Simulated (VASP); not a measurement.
Level of theory: PBEsol GGA, VASP's PBE PAW potentials (set 64) (plane waves; VASP).

The input files of a VASP run:

File KPOINTS:
```
Automatic mesh
0
Gamma
6 3 4
0 0 0
```

### INCAR
```
ISIF = 2   ! forces and stress, cell fixed
LASPH = T
LREAL = F
NELM = 100   ! most electronic steps
PREC = Accurate
LCHARG = T
ENCUT = 400
LMAXMIX = 4
ALGO = Normal   ! blocked Davidson
EDIFF = 1E-7
LEFG = T
LWAVE = F
GGA = PS   ! PBEsol
ISMEAR = -5
SYSTEM = Cd4TeSe3
NEDOS = 601   ! DOS grid
LORBIT = 11   ! lm-projected
```

### POSCAR
```
Cd4TeSe3
1
    4.3801254545     0.0000000000     0.0000000000
    0.0000000000     8.7562231341     0.0000000000
    0.0000000000     0.0000000000     6.1534472113
Cd Te Se
4 1 3
Direct
  0.0000000000   0.2378064363   0.0089463702
  0.0000000000   0.7621935637   0.0089463702
  0.5000000000   0.0000000000   0.5073245367
  0.5000000000   0.5000000000   0.4744255754
  0.0000000000   0.5000000000   0.7520470155
  0.5000000000   0.2425427525   0.2502405325
  0.5000000000   0.7574572475   0.2502405325
  0.0000000000   0.0000000000   0.7478390668
```

POTCAR, in this order: Cd Te Se (PBE.64 set). Program: vasp_std.

The resulting files:

**OUTCAR**
```
 ion  position               nearest neighbor table
   1  0.000  0.238  0.009-   8 2.63   6 2.65   6 2.65   5 2.79
   2  0.000  0.762  0.009-   8 2.63   7 2.65   7 2.65   5 2.79
   3  0.500  0.000  0.507-   8 2.64   8 2.64   6 2.65   7 2.65
   4  0.500  0.500  0.474-   6 2.64   7 2.64   5 2.78   5 2.78
   5  0.000  0.500  0.752-   4 2.78   4 2.78   1 2.79   2 2.79
   6  0.500  0.243  0.250-   4 2.64   1 2.65   1 2.65   3 2.65
   7  0.500  0.757  0.250-   4 2.64   2 2.65   2 2.65   3 2.65
   8  0.000  0.000  0.748-   1 2.63   2 2.63   3 2.64   3 2.64
  LATTYP: Found a simple orthorhombic cell.
 ALAT       =     4.3801254545
 B/A-ratio  =     1.4048563849
 C/A-ratio  =     1.9990804430
 Subroutine PRICEL returns:
 Original cell was already a primitive cell.
 Subroutine GETGRP returns: Found  4 space group operations
The static configuration has the point symmetry C_2v.
The dynamic configuration has the point symmetry C_2v.
 Subroutine INISYM returns: Found  4 space group operations
 Subroutine IBZKPT returns following result:
 Found     24 irreducible k-points:

 Following reciprocal coordinates:
            Coordinates               Weight
  0.000000  0.000000  0.000000      1.000000
  0.166667  0.000000  0.000000      2.000000
  0.333333  0.000000  0.000000      2.000000
  0.500000  0.000000  0.000000      1.000000
  0.000000  0.333333  0.000000      2.000000
  0.166667  0.333333  0.000000      4.000000
  0.333333  0.333333  0.000000      4.000000
  0.500000  0.333333  0.000000      2.000000
  0.000000  0.000000  0.250000      2.000000
  0.166667  0.000000  0.250000      4.000000
  0.333333  0.000000  0.250000      4.000000
  0.500000  0.000000  0.250000      2.000000
  0.000000  0.333333  0.250000      4.000000
  0.166667  0.333333  0.250000      8.000000
  0.333333  0.333333  0.250000      8.000000
  0.500000  0.333333  0.250000      4.000000
...
```

File OSZICAR:
```
       N       E                     dE             d eps       ncg     rms          rms(c)
DAV:   1     0.431428234999E+03    0.43143E+03   -0.29335E+04  2064   0.122E+03
DAV:   2     0.789852291416E+00   -0.43064E+03   -0.42352E+03  2307   0.328E+02
DAV:   3    -0.250507053724E+02   -0.25841E+02   -0.25740E+02  2393   0.796E+01
DAV:   4    -0.253582845369E+02   -0.30758E+00   -0.30723E+00  2565   0.801E+00
DAV:   5    -0.253608669823E+02   -0.25824E-02   -0.25820E-02  2332   0.679E-01    0.122E+01
DAV:   6    -0.240201950326E+02    0.13407E+01   -0.32767E+00  2481   0.140E+01    0.959E+00
DAV:   7    -0.239577128370E+02    0.62482E-01   -0.11940E+00  2213   0.443E+00    0.364E+00
DAV:   8    -0.239447942004E+02    0.12919E-01   -0.16199E-01  2244   0.323E+00    0.601E-01
DAV:   9    -0.239438750339E+02    0.91917E-03   -0.21606E-02  2213   0.132E+00    0.228E-01
DAV:  10    -0.239438626979E+02    0.12336E-04   -0.10209E-03  2386   0.258E-01    0.125E-01
DAV:  11    -0.239440045576E+02   -0.14186E-03   -0.99317E-04  2168   0.202E-01    0.483E-02
DAV:  12    -0.239439521825E+02    0.52375E-04   -0.30853E-04  2198   0.133E-01    0.188E-02
DAV:  13    -0.239439551296E+02   -0.29471E-05   -0.22811E-05  2249   0.203E-02    0.110E-02
DAV:  14    -0.239439610583E+02   -0.59286E-05   -0.11456E-05  2203   0.202E-02    0.944E-03
DAV:  15    -0.239439611747E+02   -0.11639E-06   -0.11284E-06  2405   0.673E-03    0.556E-03
DAV:  16    -0.239439610523E+02    0.12232E-06   -0.39597E-07  1686   0.238E-03    0.133E-03
DAV:  17    -0.239439610099E+02    0.42493E-07   -0.12942E-07  1272   0.186E-03
   1 F= -.23943961E+02 E0= -.23943961E+02  d E =0.000000E+00
```

File OUTCAR:
```
------------------------ aborting loop because EDIFF is reached ----------------------------------------
  FORCE on cell =-STRESS in cart. coord.  units (eV):
  Direction    XX          YY          ZZ          XY          YZ          ZX
  --------------------------------------------------------------------------------------
  Total       -0.0528872     -0.0085249      0.0048562      0.0000000      0.0000000      0.0000000
  in kB       -0.3590373     -0.0578734      0.0329677      0.0000000      0.0000000      0.0000000
  external PRESSURE =      -0.1279810 kB  Pullay stress =       0.0000000 kB
  volume of cell :      236.01
      direct lattice vectors                 reciprocal lattice vectors
     4.380125454  0.000000000  0.000000000     0.228303963  0.000000000  0.000000000
     0.000000000  8.756223134  0.000000000     0.000000000  0.114204490  0.000000000
     0.000000000  0.000000000  6.153447211     0.000000000  0.000000000  0.162510535
 POSITION                                       TOTAL-FORCE (eV/Angst)
 -----------------------------------------------------------------------------------
      0.00000      2.08229      0.05505        -0.000000      0.014032     -0.006161
      0.00000      6.67394      0.05505         0.000000     -0.014032     -0.006161
      2.19006      0.00000      3.12179         0.000000      0.000000      0.007882
      2.19006      4.37811      2.91935         0.000000      0.000000      0.005744
      0.00000      4.37811      4.62768         0.000000      0.000000     -0.013585
      2.19006      2.12376      1.53984        -0.000000     -0.012397     -0.002928
      2.19006      6.63246      1.53984         0.000000      0.012397     -0.002928
      0.00000      0.00000      4.60179         0.000000      0.000000      0.018138
 -----------------------------------------------------------------------------------
    total drift:                                0.000000      0.000000     -0.001506
  FREE ENERGIE OF THE ION-ELECTRON SYSTEM (eV)
  ---------------------------------------------------
  free  energy   TOTEN  =       -23.9439610099 eV

  energy  without entropy=      -23.9439610099  energy(sigma->0) =      -23.94396101

 total charge

# of ion       s       p       d       tot
------------------------------------------
    1        0.455   0.318   9.541  10.314
    2        0.455   0.318   9.541  10.314
    3        0.447   0.309   9.546  10.302
    4        0.463   0.325   9.535  10.323
    5        1.351   2.066   0.022   3.439
    6        1.447   2.368   0.022   3.837
    7        1.447   2.368   0.022   3.837
    8        1.446   2.375   0.023   3.843
--------------------------------------------------
tot          7.511  10.446  38.252  56.209

 Electric field gradients after diagonalization (V/A^2)
 (convention: |V_zz| > |V_xx| > |V_yy|)
----------------------------------------------------------------------
 ion       V_xx      V_yy      V_zz     asymmetry (V_yy - V_xx)/ V_zz
----------------------------------------------------------------------
   1      -5.846    -1.209     7.055       0.657
   2      -5.846    -1.209     7.055       0.657
   3       2.818     1.888    -4.707       0.198
   4       5.514     1.711    -7.225       0.526
   5      46.629     8.639   -55.268       0.687
   6      11.936    10.543   -22.478       0.062
   7      11.936    10.543   -22.478       0.062
   8      14.440    13.103   -27.543       0.049
```
(Selected blocks of OUTCAR.)

The structure comes from a computed database's Cd4TeSe3 entry (Pmm2); how it stands against other phases isn't given here. It was relaxed first, which changed the volume by -6 %.
